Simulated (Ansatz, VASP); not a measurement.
**Cross-check of Cu55Si (Si in Cu(100), 2x2) between VASP and Ansatz**

Wanted: the spread between two codes on one cell, functional and k mesh. Of the first pair: The structure shown is the start of the Ansatz relaxation below; VASP solves that cell, so the two are compared at the walk's first step.

Main program and level: Ansatz 0.2.0; plane waves, with VASP 6.6.1 beside it; single point at PBE.

### Step 1. The starting structure

The cell holds 56 atoms: 55 Cu and 1 Si. Its edges and angles: a = 5.112 Å, b = 5.112 Å, c = 25.305 Å, α = 90.0°, β = 90.0°, γ = 90.0°. It derives from Cu, repeated 2×2×14. The structure's axis is c.

### Step 2. Ansatz: relaxation, PBE

Ansatz runs on its PAW soft_1 files.

The two programs are compared at the cell with which this relaxation starts, whose forces are those of its first step.

The input, input.yaml:

```yaml
crystal:
  lattice:
    - [5.1123254594, 0.0, 0.0]
    - [0.0, 5.1123254594, 0.0]
    - [0.0, 0.0, 25.30472]
  atoms:
    - { symbol: Cu, position: [0.0, 0.0, 0.0357142857] }
    - { symbol: Cu, position: [0.0, 0.5, 0.0357142857] }
    - { symbol: Cu, position: [0.5, 0.0, 0.0357142857] }
    - { symbol: Cu, position: [0.5, 0.5, 0.0357142857] }
    - { symbol: Cu, position: [0.25, 0.25, 0.1071428571] }
    - { symbol: Cu, position: [0.25, 0.75, 0.1071428571] }
    - { symbol: Cu, position: [0.75, 0.25, 0.1071428571] }
    - { symbol: Cu, position: [0.75, 0.75, 0.1071428571] }
    - { symbol: Cu, position: [0.0, 0.0, 0.1785714286] }
    - { symbol: Cu, position: [0.0, 0.5, 0.1785714286] }
    - { symbol: Cu, position: [0.5, 0.0, 0.1785714286] }
    - { symbol: Cu, position: [0.5, 0.5, 0.1785714286] }
    - { symbol: Cu, position: [0.25, 0.25, 0.25] }
    - { symbol: Cu, position: [0.25, 0.75, 0.25] }
    - { symbol: Cu, position: [0.75, 0.25, 0.25] }
    - { symbol: Cu, position: [0.75, 0.75, 0.25] }
    - { symbol: Cu, position: [0.0, 0.0, 0.3214285714] }
    - { symbol: Cu, position: [0.0, 0.5, 0.3214285714] }
    - { symbol: Cu, position: [0.5, 0.0, 0.3214285714] }
    - { symbol: Cu, position: [0.5, 0.5, 0.3214285714] }
    - { symbol: Cu, position: [0.25, 0.25, 0.3928571429] }
    - { symbol: Cu, position: [0.25, 0.75, 0.3928571429] }
    - { symbol: Cu, position: [0.75, 0.25, 0.3928571429] }
    - { symbol: Cu, position: [0.75, 0.75, 0.3928571429] }
    - { symbol: Cu, position: [0.0, 0.0, 0.4642857143] }
    - { symbol: Cu, position: [0.0, 0.5, 0.4642857143] }
    - { symbol: Cu, position: [0.5, 0.0, 0.4642857143] }
    - { symbol: Cu, position: [0.5, 0.5, 0.4642857143] }
    - { symbol: Si, position: [0.25, 0.25, 0.5357142857] }
    - { symbol: Cu, position: [0.25, 0.75, 0.5357142857] }
    - { symbol: Cu, position: [0.75, 0.25, 0.5357142857] }
    - { symbol: Cu, position: [0.75, 0.75, 0.5357142857] }
    - { symbol: Cu, position: [0.0, 0.0, 0.6071428571] }
    - { symbol: Cu, position: [0.0, 0.5, 0.6071428571] }
    - { symbol: Cu, position: [0.5, 0.0, 0.6071428571] }
    - { symbol: Cu, position: [0.5, 0.5, 0.6071428571] }
    - { symbol: Cu, position: [0.25, 0.25, 0.6785714286] }
    - { symbol: Cu, position: [0.25, 0.75, 0.6785714286] }
    - { symbol: Cu, position: [0.75, 0.25, 0.6785714286] }
    - { symbol: Cu, position: [0.75, 0.75, 0.6785714286] }
    - { symbol: Cu, position: [0.0, 0.0, 0.75] }
    - { symbol: Cu, position: [0.0, 0.5, 0.75] }
    - { symbol: Cu, position: [0.5, 0.0, 0.75] }
    - { symbol: Cu, position: [0.5, 0.5, 0.75] }
    - { symbol: Cu, position: [0.25, 0.25, 0.8214285714] }
    - { symbol: Cu, position: [0.25, 0.75, 0.8214285714] }
    - { symbol: Cu, position: [0.75, 0.25, 0.8214285714] }
    - { symbol: Cu, position: [0.75, 0.75, 0.8214285714] }
    - { symbol: Cu, position: [0.0, 0.0, 0.8928571429] }
    - { symbol: Cu, position: [0.0, 0.5, 0.8928571429] }
    - { symbol: Cu, position: [0.5, 0.0, 0.8928571429] }
    - { symbol: Cu, position: [0.5, 0.5, 0.8928571429] }
    - { symbol: Cu, position: [0.25, 0.25, 0.9642857143] }
    - { symbol: Cu, position: [0.25, 0.75, 0.9642857143] }
    - { symbol: Cu, position: [0.75, 0.25, 0.9642857143] }
    - { symbol: Cu, position: [0.75, 0.75, 0.9642857143] }
kpoints:
  mp_grid: { grid: [4, 4, 1] }
hamiltonian:
  xc: pbe
  pseudopotentials: { kind: paw, azcp: { folder: soft_1 } }
scf:
  occupations: { method: fermi_dirac, width: 0.1 }
relax:
  f_tol: 0.03
  max_steps: 40
  constraints:
    - { sites: [0, 1, 2, 3, 4, 5, 6, 7, 8, 9, 10, 11, 12, 13, 14, 15, 40, 41, 42, 43, 44, 45, 46, 47, 48, 49, 50, 51, 52, 53, 54, 55] }
```

Command:

```console
$ ansatz run input.yaml --threads 4 --pin off --max-ram 15360MiB --backend cpu --events-out ev --progress --plain --runs-dir out
```

Numbers of over 12 decimals in the logs are rounded to 6 here.

Output:

```text
Warning: crystal.symmetry: narrowed to the stabiliser of the relax constraints — unitary ops 16 → 8; lowered at sites 16, 17, 18, 19, 40, 41, 42, 43 (the operations that carried what is held of a site onto what its image site leaves free; the constrained walk keeps no symmetry that its constraints do not admit)
Engine: ansatz 0.2.0, aarch64-unknown-linux-gnu
Pseudopotentials: kind: paw
Pseudopotential: Cu, paw, valence charge 19, recommended cutoff 420 eV (normal), soft_1/Cu.paw.azcp
Pseudopotential: Si, paw, valence charge 4, recommended cutoff 420 eV (normal), soft_1/Si.paw.azcp
Functional definition: PBE
  parameter kappa = 0.804
  parameter beta = 0.066725
  exchange = pbe_x(kappa = kappa, mu = beta*pi^2/3)
  correlation = pbe_c(beta = beta)
Crystal: 56 atoms, lattice volume = 661.361 Å³
Basis set: ecut = 420 eV, 12885 PW (Γ), exchange–correlation on 72×72×360 points (8 copies of the dense FFT grid, shifted against one another)
Bands: 630, of which v1, the nominal top of the filled ones, is band 525 counted from 1 (524 counted from 0)
Symmetry: 8 space group operations
k-points: 6 of 16
Non-local potential: Cu, projectors of the file, l = 0: 3, l = 1: 2, l = 2: 3, l = 3: 1
Non-local potential: Si, projectors of the file, l = 0: 2, l = 1: 2, l = 2: 1
PAW form: soft (Blöchl's): semilocal exchange-correlation on the pseudo side does not see the compensation charge
PAW one-centre angular grid: Cu, 590 points (default); XC on 64 Gauss nodes
PAW one-centre angular grid: Si, 110 points (default); XC on 64 Gauss nodes
Initial density: superposition of atomic densities (chi_scale 0.1, normalization cell)
Initial wavefunctions: pseudopotential atomic-orbital guess
Functional: x = pbe(κ = 0.804, μ = 0.219515), c = pbe(β = 0.066725)
SCF iter   1: F=—  HF=-365072.936862 eV  |F-HF|=—  |Δ(HF+E_count)|=         —  Δρ=2.71e-1  dr2=2.93e2  ethr=3.10e-3  ⟨swp⟩=5.2  Hψ=12391  notcnv=0  defer=2
preconditioner: auto → Kerker (q_TF=auto, 2.946 Å⁻¹)  [metal: Δε(μ)=0.008 eV  Ē_g=9.059 eV  σ=0.100 eV  W_gap=0.02  n_scr=306 (ndim 8)  ℏωp=35.6 eV  f_vac=0.000  D(μ)=34.06/eV (n_scr^D=348)]
SCF iter   2: F=—  HF=-365030.130154 eV  |F-HF|=—  |Δ(HF+E_count)|=    4.28e1  Δρ=7.47e-2  dr2=2.94e1  ethr=3.10e-3  ⟨swp⟩=2.0  Hψ=7347  notcnv=0  defer=453
SCF iter   3: F=—  HF=-365022.536975 eV  |F-HF|=—  |Δ(HF+E_count)|=    7.59e0  Δρ=4.50e-2  dr2=1.10e1  ethr=2.80e-3  ⟨swp⟩=2.0  Hψ=4449  notcnv=0  defer=467
SCF iter   4: F=—  HF=-365020.578602 eV  |F-HF|=—  |Δ(HF+E_count)|=    1.96e0  Δρ=8.76e-3  dr2=3.73e-1  ethr=1.05e-3  ⟨swp⟩=2.0  Hψ=5164  notcnv=0  defer=472
SCF iter   5: F=—  HF=-365021.028773 eV  |F-HF|=—  |Δ(HF+E_count)|=   4.50e-1  Δρ=2.67e-3  dr2=3.58e-2  ethr=3.55e-5  ⟨swp⟩=2.0  Hψ=6324  notcnv=0  defer=481
SCF iter   6: F=—  HF=-365021.044021 eV  |F-HF|=—  |Δ(HF+E_count)|=   1.52e-2  Δρ=1.61e-3  dr2=1.18e-2  ethr=3.42e-6  ⟨swp⟩=2.0  Hψ=6464  notcnv=0  defer=481
SCF iter   7: F=—  HF=-365021.042440 eV  |F-HF|=—  |Δ(HF+E_count)|=   1.58e-3  Δρ=2.88e-4  dr2=1.15e-3  ethr=1.13e-6  ⟨swp⟩=2.0  Hψ=6395  notcnv=0  defer=481
SCF iter   8: F=—  HF=-365021.042832 eV  |F-HF|=—  |Δ(HF+E_count)|=   3.92e-4  Δρ=1.12e-4  dr2=1.17e-4  ethr=1.09e-7  ⟨swp⟩=2.0  Hψ=5120  notcnv=0  defer=481
SCF iter   9: F=—  HF=-365021.042831 eV  |F-HF|=—  |Δ(HF+E_count)|=   9.14e-7  Δρ=9.05e-5  dr2=9.29e-5  ethr=1.11e-8  ⟨swp⟩=2.0  Hψ=6457  notcnv=0  defer=481
SCF iter  10: F=-365021.042819 eV  HF=-365021.042822 eV  |F-HF|=3.03e-6  |Δ(HF+E_count)|=   8.83e-6  Δρ=1.28e-5  dr2=4.11e-6  ethr=2.14e-9  ⟨swp⟩=1.5  Hψ=10234  notcnv=0
SCF 1 converged in 10 iterations: F = -365021.042819 eV  dr2 = 4.11e-6
  greatest PAW one-centre occupation: 1.000 electrons in one spin orbital (limit 2), on the Cu atom at site 31 (counted from 0), in its partial waves of l = 0
relax step   1: F+E_penalty+E_count = -365021.04281922 eV  Δ(F+E_penalty+E_count) = +0.000e0 eV  max|allowed force component| = 1.749e-1 eV/Å  Δτ_max = 0.0000 Å  (10 SCF iters, dr2 threshold 2.25e-5 eV, accepted)
Initial density: handed on by an earlier stage of this run
Initial wavefunctions: those handed on with the density
iter 1 solved again at ethr=1.17e-7 eV; its pass at ethr=3.10e-3 eV (dr2=1.23e-3 eV) is discarded
SCF iter   1: F=—  HF=-365021.048252 eV  |F-HF|=—  |Δ(HF+E_count)|=         —  Δρ=6.27e-4  dr2=1.22e-3  ethr=1.17e-7  ⟨swp⟩=2.5  Hψ=11121  notcnv=0  defer=481
preconditioner: auto → Kerker (q_TF=auto, 2.946 Å⁻¹)  [metal: Δε(μ)=0.037 eV  Ē_g=9.994 eV  σ=0.100 eV  W_gap=0.09  n_scr=306 (ndim 8)  ℏωp=35.6 eV  f_vac=0.000  D(μ)=25.93/eV (n_scr^D=200)]
SCF iter   2: F=—  HF=-365021.048295 eV  |F-HF|=—  |Δ(HF+E_count)|=   4.36e-5  Δρ=3.49e-4  dr2=4.76e-4  ethr=1.16e-7  ⟨swp⟩=2.0  Hψ=4177  notcnv=0  defer=481
SCF iter   3: F=—  HF=-365021.048119 eV  |F-HF|=—  |Δ(HF+E_count)|=   1.76e-4  Δρ=5.55e-5  dr2=4.73e-5  ethr=4.54e-8  ⟨swp⟩=2.0  Hψ=6093  notcnv=0  defer=481
[...]
SCF 4 converged in 6 iterations: F = -365021.052796 eV  dr2 = 1.76e-9
relax step   4: F+E_penalty+E_count = -365021.05279592 eV  Δ(F+E_penalty+E_count) = -4.216e-7 eV  max|allowed force component| = 5.862e-3 eV/Å  Δτ_max = 0.0000 Å  (6 SCF iters, accepted)
SCF converged after 6 iterations
Free energy (F): -365021.052796 eV
Harris-Foulkes:  -365021.052796 eV  (|F-HF|=1.92e-9)
Internal energy: -365020.254351 eV  (E = F + TS)
E sigma→0 (E₀):  -365020.653573 eV
Entropy (-TS):   -0.798445 eV (-14.258 meV/atom)
Fermi energy:    16.363587 eV
--- Per-component energies (eV) ---
  E_band       = -20219.084747
  E_kinetic    = 14439.613439
  E_local      = -252687.599363  (includes V_loc(G=0)·N_el)
  E_nonlocal   = 48950.857236
  E_hartree    = 107390.953730
  E_xc         = -3855.035053
  E_vxc        = -4953.071132  (∫ρ·V_xc dr)
  E_paw        = -100321.594881  (= ΣΔE_a)
  E_vpaw       = -40750.843027  (= ΣTr[D̂ρ^β])
  E_aug_tail   = 0.056482  (compensation charges beyond the density's cutoff)
  E_ewald      = -178937.505940
  E_smearing   = -0.798445  (= −TS)
  E_closure    = -0.000000  (closes the sum)
  Σ components = -365021.052796   (vs F -365021.052796, Δ=0.00e0)
--- Forces (eV/Å), atoms counted from 1 ---
  atom   1  Cu     0.01284422     0.01284422    -0.00008446
  atom   2  Cu     0.01284422    -0.01284422    -0.00008446
  atom   3  Cu    -0.01284422     0.01284422    -0.00008446
  atom   4  Cu    -0.01284422    -0.01284422    -0.00008446
  atom   5  Cu     0.00000000     0.00000000    -0.00105280
  atom   6  Cu    -0.00000000     0.00000000     0.00295916
  atom   7  Cu     0.00000000     0.00000000     0.00295916
  atom   8  Cu     0.00000000     0.00000000    -0.00117322
  atom   9  Cu     0.00369185     0.00369185     0.00536311
  atom  10  Cu     0.00369185    -0.00369185     0.00536311
  atom  11  Cu    -0.00369185     0.00369185     0.00536311
  atom  12  Cu    -0.00369185    -0.00369185     0.00536311
  atom  13  Cu    -0.00000000     0.00000000    -0.01065131
  atom  14  Cu     0.00000000     0.00000000    -0.01607718
  atom  15  Cu    -0.00000000     0.00000000    -0.01607718
  atom  16  Cu    -0.00000000     0.00000000    -0.04423356
  atom  17  Cu    -0.00086927    -0.00086927    -0.00033389
  atom  18  Cu    -0.00086927     0.00086927    -0.00033389
  atom  19  Cu     0.00086927    -0.00086927    -0.00033389
  atom  20  Cu     0.00086927     0.00086927    -0.00033389
  atom  21  Cu    -0.00000000     0.00000000     0.00144737
  atom  22  Cu     0.00000000     0.00000000    -0.00147899
  atom  23  Cu    -0.00000000     0.00000000    -0.00147899
  atom  24  Cu    -0.00000000     0.00000000     0.00024654
[...]
atom  49  Cu     0.00356324     0.00356324    -0.00645257
  atom  50  Cu     0.00356324    -0.00356324    -0.00645257
  atom  51  Cu    -0.00356324     0.00356324    -0.00645257
  atom  52  Cu    -0.00356324    -0.00356324    -0.00645257
  atom  53  Cu     0.00000000     0.00000000     0.00091733
  atom  54  Cu    -0.00000000     0.00000000    -0.00293361
  atom  55  Cu    -0.00000000     0.00000000    -0.00293361
  atom  56  Cu     0.00000000     0.00000000     0.00142844
  max |Σ_I F_I| component: 3.45e-6 eV/Å
--- Relaxed structure (4 steps of the walk, 4 accepted, 0 SCFs on fresh bases) ---
  F+E_penalty+E_count = -365021.05279592 eV   max|allowed force component| = 5.862e-3 eV/Å
  atoms:
    - { symbol: Cu, position: [0.0, 0.0, 0.035714] }
    - { symbol: Cu, position: [0.0, 0.500000, 0.035714] }
    - { symbol: Cu, position: [0.500000, 0.0, 0.035714] }
    - { symbol: Cu, position: [0.500000, 0.500000, 0.035714] }
    - { symbol: Cu, position: [0.250000, 0.250000, 0.107143] }
    - { symbol: Cu, position: [0.250000, 0.750000, 0.107143] }
    - { symbol: Cu, position: [0.750000, 0.250000, 0.107143] }
    - { symbol: Cu, position: [0.750000, 0.750000, 0.107143] }
    - { symbol: Cu, position: [0.0, 0.0, 0.178571] }
    - { symbol: Cu, position: [0.0, 0.500000, 0.178571] }
    - { symbol: Cu, position: [0.500000, 0.0, 0.178571] }
    - { symbol: Cu, position: [0.500000, 0.500000, 0.178571] }
    - { symbol: Cu, position: [0.250000, 0.250000, 0.250000] }
    - { symbol: Cu, position: [0.250000, 0.750000, 0.250000] }
    - { symbol: Cu, position: [0.750000, 0.250000, 0.250000] }
    - { symbol: Cu, position: [0.750000, 0.750000, 0.250000] }
    - { symbol: Cu, position: [-0.000535564, -0.000535564, 0.321173] }
    - { symbol: Cu, position: [-0.000535564, 0.500536, 0.321173] }
    - { symbol: Cu, position: [0.500536, -0.000535564, 0.321173] }
    - { symbol: Cu, position: [0.500536, 0.500536, 0.321173] }
    - { symbol: Cu, position: [0.250000, 0.250000, 0.391342] }
    - { symbol: Cu, position: [0.250000, 0.750000, 0.392586] }
    - { symbol: Cu, position: [0.750000, 0.250000, 0.392586] }
    - { symbol: Cu, position: [0.750000, 0.750000, 0.393019] }
[...]
- { symbol: Si, position: [0.250000, 0.250000, 0.535588] }
[...]
- { symbol: Cu, position: [0.0, 0.0, 0.892857] }
    - { symbol: Cu, position: [0.0, 0.500000, 0.892857] }
    - { symbol: Cu, position: [0.500000, 0.0, 0.892857] }
    - { symbol: Cu, position: [0.500000, 0.500000, 0.892857] }
    - { symbol: Cu, position: [0.250000, 0.250000, 0.964286] }
    - { symbol: Cu, position: [0.250000, 0.750000, 0.964286] }
    - { symbol: Cu, position: [0.750000, 0.250000, 0.964286] }
    - { symbol: Cu, position: [0.750000, 0.750000, 0.964286] }
```

The column dr2 measures how far the density is from self-consistency, as an energy; F and HF (Harris–Foulkes) agree once it is small.

(Part 1 of 2 ends here.)

[Lines on the potential files, build, host, timing and source positions are cut from VASP's logs without a mark.]

[Logs are printed without paths, hosts, clocks, repeated set-up lines and the standing remarks that a program may print on its own settings, such as how far it seeks lower states.]

[Hosts, paths, dates, database ids (printed as entryN), source tags and the programs' standing remarks are cut or masked in the printed files.]
